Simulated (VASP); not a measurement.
The input files of a VASP run:

File KPOINTS:
```
kpoints
0
Gamma
  6 6 6
```

**INCAR**
```
SYSTEM = MgSe
PREC = Accurate
ENCUT = 300
EDIFF = 1E-6
NELM = 100
ALGO = Normal
LREAL = .FALSE.
LASPH = .TRUE.
ISMEAR = -1
SIGMA = 0.05
GGA = PS
LMAXMIX = 4
LWAVE = .FALSE.
LCHARG = .FALSE.
ISIF = 2
```

File POSCAR:
```
MgSe
1
    0.0000000000     2.7300000000     2.7300000000
    2.7300000000     0.0000000000     2.7300000000
    2.7300000000     2.7300000000     0.0000000000
Mg Se
1 1
Direct
  0.0000000000   0.0000000000   0.0000000000
  0.5000000000   0.5000000000   0.5000000000
```

POTCAR, in this order: Mg Se (PBE.64 set). Program: vasp_std.

Write an equivalent input for Quantum ESPRESSO's pw.x.

One equivalent input (not run):
```
&CONTROL
  calculation = 'scf'
  pseudo_dir = './pseudo'
  outdir = './out'
  tprnfor = .true.
  tstress = .true.
/
&SYSTEM
  ibrav = 0
  nat = 2
  ntyp = 2
  ecutwfc = 86
  occupations = 'smearing'
  smearing = 'fermi-dirac'
  degauss = 0.003675
  input_dft = 'pbesol'
/
&ELECTRONS
  conv_thr = 7.3e-08
  electron_maxstep = 100
/
ATOMIC_SPECIES
  Mg 24.305 Mg.upf
  Se 78.971 Se.upf
CELL_PARAMETERS angstrom
     0.0000000    2.7300000    2.7300000
     2.7300000    0.0000000    2.7300000
     2.7300000    2.7300000    0.0000000
ATOMIC_POSITIONS crystal
  Mg   0.0000000  0.0000000  0.0000000
  Se   0.5000000  0.5000000  0.5000000
K_POINTS automatic
  6 6 6 0 0 0
```
The two are equivalent in intent, not identical: the potentials are each code's own (VASP's PAW set, PseudoDojo norm-conserving files in pw.x), so ENCUT and ecutwfc are chosen apart and not converted; conv_thr bounds pw.x's estimated SCF error, while EDIFF bounds the energy change between steps.

The structure is a typed MgSe crystal. The cell was not relaxed at this level. The run is one of a series of settings (KPOINTS 6×6×6 Γ-centred mesh against the base run), some of them coarse on purpose.
